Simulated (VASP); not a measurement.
Given:

```yaml
crystal:
  lattice:
    - [0.00000, 3.70500, 3.70500]
    - [3.70500, 0.00000, 3.70500]
    - [3.70500, 3.70500, 0.00000]
  atoms:
    - { symbol: K, position: [0.25000, 0.25000, 0.25000] }
    - { symbol: K, position: [0.75000, 0.75000, 0.75000] }
    - { symbol: S, position: [0.00000, 0.00000, 0.00000] }
```

These are AM05 GGA, VASP's PBE PAW potentials (set 64) (plane waves; VASP) values and carry that method's errors. Numerical set-up: 520 eV cut-off, Gaussian smearing of 0.050 eV, potentials K_sv S.

**Question.** What does the run give for the band gap (along the path) with the smallest direct gap where there is one?

**Answer.** 
```yaml
band gap (along the path): 2.47 eV
smallest direct gap (along the path): 2.67 eV
```

Only differences to runs with the same potentials and settings are physical.

The compound is K2S in the antifluorite structure. The cell was not relaxed at this level.
